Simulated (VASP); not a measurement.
Computed with HSE06 screened hybrid, VASP's PBE PAW potentials (set 64) (plane waves; VASP).

VASP ran on this input.

KPOINTS:
```
Regular mesh
0
Gamma
1 1 1
```

**POSCAR**
```
C63Si
1.0
  7.1465551590   0.0000000000   0.0000000000
  0.0000000000   7.1465551590   0.0000000000
  0.0000000000   0.0000000000   7.1465551590
C Si
63 1
direct
  0.4993484284   0.0001849686   0.0002912667
  0.6257659001   0.1217488283   0.1218563390
  0.7499185008   0.2497529978   0.9996621328
  0.8779417022   0.3739099197   0.1218243065
  0.7498586394   0.9995739577   0.2499160110
  0.8779139475   0.1217517181   0.3740608860
  0.9996250158   0.0000414416   0.0001457214
  0.1257353538   0.1241508981   0.1242608340
  0.2492755540   0.2497083412   0.0006698917
  0.3754076408   0.3742179107   0.1234588239
  0.4995436858   0.5000805945   0.0002044775
  0.6254559030   0.6242427700   0.1234594631
  0.7499681811   0.7503754242   0.0006678944
  0.8755143367   0.8739155887   0.1242630740
  0.2492548355   0.0005841102   0.2498151881
  0.3754401851   0.1233533031   0.3743025918
  0.5009594662   0.2465039110   0.2465576096
  0.6407152966   0.3589422309   0.3589999036
  0.7531983331   0.4987548273   0.2465489642
  0.8763143797   0.6242694853   0.3743278490
  0.4995567401   0.0000499895   0.5002047687
  0.6254499893   0.1233602598   0.6243713327
  0.7531478490   0.2465160493   0.4988413854
  0.8762852118   0.3742578922   0.6243697845
  0.7499774370   0.0005536704   0.7504894929
  0.8755479206   0.1241072564   0.8740230835
  0.9994867011   0.5003527825   0.0002363023
  0.1231321659   0.6237656814   0.1216847315
  0.2492141382   0.7504464388   0.9995339126
  0.3759017351   0.8765343863   0.1216909773
  0.0000989218   0.2497975416   0.2498891141
  0.1247434222   0.3743268400   0.3743869533
  0.2451241578   0.5019710561   0.2458465600
  0.3608429802   0.6387501794   0.3587806595
  0.4977053329   0.7544831500   0.2458858019
  0.6253337862   0.8749062953   0.3744055564
  0.9994913525   0.0001825961   0.5004823901
  0.1231680212   0.1215956117   0.6238149592
  0.2451830695   0.2458149993   0.5020132974
  0.3609394175   0.3587081652   0.6388789816
  0.6409070159   0.6387500655   0.6388771036
  0.7538677041   0.7544633359   0.5020744388
  0.8780861905   0.8764961629   0.6238491711
  0.2492788962   0.9994883167   0.7505072580
  0.3759636489   0.1215800990   0.8766476788
  0.4977509690   0.2457792501   0.7546495294
  0.6254011371   0.3742712379   0.8750312038
  0.7538603233   0.5019585012   0.7546022338
  0.8780927155   0.6237623319   0.8765949754
  0.9990860300   0.7503733061   0.2498155681
  0.1234251745   0.8762507378   0.3742283544
  0.9995932656   0.5001045269   0.5002201745
  0.1248891556   0.6241953453   0.6242698483
  0.2456607248   0.7540162833   0.4988194061
  0.3754900663   0.8747871378   0.6242745469
  0.9991090807   0.2496956254   0.7504506162
  0.1234570890   0.3741202853   0.8763155615
  0.2456902691   0.4987192186   0.7541136037
  0.3755200185   0.6241479753   0.8749142884
  0.5009375726   0.7540084847   0.7541219504
  0.6255486829   0.8762059528   0.8763358889
  0.0002385738   0.7504109125   0.7505158660
  0.1257540522   0.8739507549   0.8740043262
  0.4996430088   0.5000480838   0.5001111345
```

### INCAR
```
# general
SYSTEM   = C63Si
PREC     = Normal
ENCUT    = 400   # plane-wave cut-off (eV)
LREAL    = Auto   # projection in real space or not
LASPH    = T   # aspherical one-centre terms
ISYM     = 0
NELECT   = 255.0

# electronic loop
EDIFF    = 1E-5
NELM     = 50
NELMIN   = 4
ALGO     = Normal   # blocked Davidson

# smearing
ISMEAR   = 0
SIGMA    = 0.05

# functional
GGA      = PE   # PBE
LHFCALC  = T
AEXX     = 0.25
HFSCREEN = 0.2
PRECFOCK = Fast

# spin
ISPIN    = 2
MAGMOM   = 64*0.0156
NUPDOWN  = 1

# ions
ISIF     = 0

# output
LWAVE    = F
LCHARG   = F
LORBIT   = 10
```

POTCAR, in this order: C Si (PBE.64 set). Program: vasp_gam. Read from the step before: WAVECAR.

Output

**OUTCAR**
```
 ion  position               nearest neighbor table
   1  0.499  0.000  0.000-  45 1.52  30 1.52   2 1.53  61 1.54
   2  0.626  0.122  0.122-   1 1.53  17 1.54   5 1.54   3 1.54
   3  0.750  0.250  1.000-  47 1.54   4 1.54   2 1.54  26 1.56
   4  0.878  0.374  0.122-  27 1.53  19 1.54  31 1.54   3 1.54
   5  0.750  1.000  0.250-  36 1.54   2 1.54   6 1.55  14 1.56
   6  0.878  0.122  0.374-  37 1.53  23 1.54   5 1.55  31 1.55
   7  1.000  0.000  0.000-  26 1.54   8 1.54  14 1.54  63 1.56
   8  0.126  0.124  0.124-  15 1.54   9 1.54   7 1.54  31 1.56
   9  0.249  0.250  0.001-   8 1.54  10 1.54  57 1.55  45 1.56
  10  0.375  0.374  0.123-  11 1.54   9 1.54  17 1.55  33 1.57
  11  0.500  0.500  0.000-  10 1.54  12 1.54  59 1.54  47 1.55
  12  0.625  0.624  0.123-  11 1.54  13 1.54  19 1.55  35 1.57
  13  0.750  0.750  0.001-  14 1.54  12 1.54  61 1.55  49 1.56
  14  0.876  0.874  0.124-  50 1.54  13 1.54   7 1.54   5 1.56
  15  0.249  0.001  0.250-   8 1.54  16 1.54  51 1.55  30 1.56
  16  0.375  0.123  0.374-  21 1.54  15 1.54  17 1.55  39 1.57
  17  0.501  0.247  0.247-  18 1.51   2 1.54  10 1.55  16 1.55  64 2.56
  18  0.641  0.359  0.359-  17 1.51  23 1.51  19 1.51  64 1.75
  19  0.753  0.499  0.247-  18 1.51   4 1.54  12 1.55  20 1.55  64 2.56
  20  0.876  0.624  0.374-  52 1.54  50 1.54  19 1.55  42 1.57
  21  0.500  0.000  0.500-  16 1.54  22 1.54  55 1.54  36 1.55
  22  0.625  0.123  0.624-  21 1.54  25 1.54  23 1.55  46 1.57
  23  0.753  0.247  0.499-  18 1.51   6 1.54  22 1.55  24 1.55  64 2.56
  24  0.876  0.374  0.624-  52 1.54  56 1.54  23 1.55  48 1.57
...
```

### OSZICAR
```
       N       E                     dE             d eps       ncg     rms          rms(c)
DAV:   1    -0.672796811412E+03   -0.67280E+03   -0.83312E+00   640   0.804E+00    0.534E+00
DAV:   2    -0.672817781171E+03   -0.20970E-01   -0.11404E-01   704   0.822E-01    0.328E+00
DAV:   3    -0.672800656708E+03    0.17124E-01   -0.12866E-02   728   0.297E-01    0.187E+00
DAV:   4    -0.672795802615E+03    0.48541E-02   -0.41757E-03   728   0.172E-01    0.105E+00
DAV:   5    -0.672794477259E+03    0.13254E-02   -0.10163E-03   712   0.867E-02    0.590E-01
DAV:   6    -0.672794096388E+03    0.38087E-03   -0.24879E-04   712   0.444E-02    0.332E-01
DAV:   7    -0.672793985437E+03    0.11095E-03   -0.64202E-05   720   0.233E-02    0.186E-01
DAV:   8    -0.672793952957E+03    0.32480E-04   -0.15010E-05   440   0.119E-02    0.106E-01
DAV:   9    -0.672793943772E+03    0.91852E-05   -0.57751E-06   408   0.813E-03
   1 F= -.67279394E+03 E0= -.67279394E+03  d E =-.386076E-15  mag=     1.0000
```

### OUTCAR
```
------------------------ aborting loop because EDIFF is reached ----------------------------------------
  volume of cell :      365.00
      direct lattice vectors                 reciprocal lattice vectors
     7.146555159  0.000000000  0.000000000     0.139927556  0.000000000  0.000000000
     0.000000000  7.146555159  0.000000000     0.000000000  0.139927556  0.000000000
     0.000000000  0.000000000  7.146555159     0.000000000  0.000000000  0.139927556
 POSITION                                       TOTAL-FORCE (eV/Angst)
 -----------------------------------------------------------------------------------
      3.56862      0.00132      0.00208        -0.030790      0.009687      0.017410
      4.47207      0.87008      0.87085         0.018341     -0.014292     -0.016636
      5.35933      1.78487      7.14414        -0.015134      0.013116      0.022712
      6.27426      2.67217      0.87062         0.012367     -0.013598     -0.012448
      5.35891      7.14351      1.78604        -0.005973      0.016809      0.008155
      6.27406      0.87011      2.67325         0.013475     -0.010665     -0.022078
      7.14388      0.00030      0.00104        -0.010466      0.009270      0.013640
      0.89857      0.88725      0.88804        -0.000084     -0.000412     -0.005724
      1.78146      1.78455      0.00479         0.013397      0.009070     -0.005577
      2.68287      2.67437      0.88231         0.002277     -0.000811     -0.006913
      3.57002      3.57385      0.00146         0.008858      0.003525     -0.003202
      4.46986      4.46119      0.88231        -0.003383     -0.005709     -0.008288
      5.35969      5.36260      0.00477        -0.013053     -0.008861     -0.004880
      6.25691      6.24549      0.88805         0.003124      0.003497     -0.004536
      1.78131      0.00417      1.78532         0.016914     -0.008561      0.009198
      2.68310      0.88155      2.67497        -0.000423     -0.001453      0.000036
      3.58013      1.76165      1.76204        -0.003552      0.004204      0.015615
      4.57891      2.56520      2.56561        -0.030311      0.040967      0.040491
      5.38277      3.56438      1.76198        -0.012340     -0.011057      0.018766
      6.26263      4.46138      2.67515         0.000041     -0.013324      0.000894
      3.57011      0.00036      3.57474        -0.000649      0.008654      0.003053
      4.46981      0.88160      4.46210        -0.000863     -0.008624     -0.009683
      5.38241      1.76174      3.56500        -0.004845      0.006609     -0.003963
      6.26242      2.67465      4.46209         0.006526     -0.008066     -0.009752
      5.35976      0.00396      5.36341        -0.013413     -0.007420     -0.009434
      6.25715      0.88694      6.24625         0.001677      0.005624     -0.002716
      7.14289      3.57580      0.00169        -0.013000      0.023533      0.024409
      0.87997      4.45778      0.86963         0.002323     -0.017736     -0.010246
      1.78102      5.36311      7.14322         0.017252     -0.011327      0.020735
      2.68640      6.26420      0.86967         0.019625     -0.010277     -0.001909
      0.00071      1.78519      1.78585        -0.026089      0.010079      0.014022
      0.89149      2.67515      2.67558        -0.004417     -0.001013      0.002824
      1.75179      3.58736      1.75696        -0.001335      0.020959     -0.002273
      2.57878      4.56486      2.56405         0.086552     -0.073069      0.064739
      3.55688      5.39196      1.75724        -0.029062      0.011595     -0.011449
      4.46898      6.25257      2.67571         0.006936      0.003673      0.005406
      7.14292      0.00130      3.57673        -0.019058      0.014659      0.014997
      0.88023      0.86899      4.45813         0.007032      0.004394     -0.010936
      1.75221      1.75673      3.58767        -0.004354     -0.013927      0.031628
      2.57947      2.56353      4.56578         0.072885      0.056893     -0.077455
      4.58028      4.56486      4.56577        -0.046959     -0.070237     -0.074011
      5.38756      5.39181      3.58810         0.010166      0.017322      0.018370
      6.27529      6.26393      4.45837        -0.000120     -0.004044     -0.013138
      1.78149      7.14290      5.36354         0.002796      0.009093     -0.004711
      2.68684      0.86888      6.26501         0.009376      0.004104     -0.011399
      3.55720      1.75647      5.39314        -0.028888     -0.009025     -0.003626
      4.46946      2.67475      6.25346        -0.006180      0.008452      0.008657
      5.38750      3.58727      5.39281         0.013235      0.023706      0.010493
      6.27534      4.45775      6.26463        -0.002700     -0.019825     -0.001971
      7.14002      5.36258      1.78532         0.007369     -0.002772      0.012376
      0.88206      6.26217      2.67444         0.018629     -0.024092     -0.004983
      7.14365      3.57402      3.57485        -0.003119      0.007026     -0.002390
      0.89253      4.46085      4.46138         0.007186     -0.007783      0.002175
      1.75563      5.38862      3.56484        -0.020162      0.016846     -0.009993
      2.68346      6.25171      4.46141         0.003393     -0.002238      0.000628
      7.14019      1.78446      5.36314         0.004832      0.014837     -0.002682
      0.88229      2.67367      6.26264         0.013554     -0.007244     -0.021808
      1.75584      3.56412      5.38931        -0.018146     -0.006592      0.013493
      2.68367      4.46051      6.25262        -0.007858      0.008303     -0.007189
      3.57998      5.38856      5.38937         0.009915      0.014609      0.017600
      4.47052      6.26185      6.26278         0.006402     -0.013833     -0.018962
      0.00170      5.36285      5.36360        -0.018261      0.001429     -0.007516
      0.89871      6.24574      6.24612         0.002037     -0.005447     -0.000120
      3.57073      3.57362      3.57407        -0.023505      0.010790      0.012073
 -----------------------------------------------------------------------------------
    total drift:                               -0.062785      0.077286      0.068637
  FREE ENERGIE OF THE ION-ELECTRON SYSTEM (eV)
  ---------------------------------------------------
  free  energy   TOTEN  =      -672.7939437717 eV

  energy  without entropy=     -672.7939437717  energy(sigma->0) =     -672.79394377

  exchange ACFDT corr.  =         0.00000000  see jH, gK, PRB 81, 115126

 total charge

# of ion       s       p       d       tot
------------------------------------------
    1        0.838   1.780   0.000   2.618
    2        0.835   1.753   0.000   2.588
    3        0.830   1.744   0.000   2.575
    4        0.835   1.753   0.000   2.588
    5        0.830   1.744   0.000   2.574
    6        0.835   1.753   0.000   2.587
    7        0.830   1.740   0.000   2.570
    8        0.832   1.748   0.000   2.579
    9        0.830   1.744   0.000   2.574
   10        0.829   1.737   0.000   2.565
   11        0.830   1.748   0.000   2.578
   12        0.829   1.737   0.000   2.565
   13        0.830   1.744   0.000   2.574
   14        0.832   1.747   0.000   2.579
   15        0.830   1.744   0.000   2.574
   16        0.829   1.736   0.000   2.565
   17        0.831   1.746   0.000   2.577
   18        0.847   1.863   0.000   2.710
   19        0.831   1.746   0.000   2.576
   20        0.829   1.736   0.000   2.565
   21        0.830   1.748   0.000   2.578
   22        0.829   1.736   0.000   2.565
   23        0.831   1.746   0.000   2.576
   24        0.829   1.736   0.000   2.565
...
```
(Selected blocks of OUTCAR.)

The cell is charged, with a uniform compensating background. The supercell is sampled at Γ alone, which is coarse: total energies, pressure and levels can be off, energies of defects by several tenths of an eV.

The cell is a supercell with a defect, built from C (diamond): Si_C, charge +1. The cell's shape comes from a PBE relaxation.
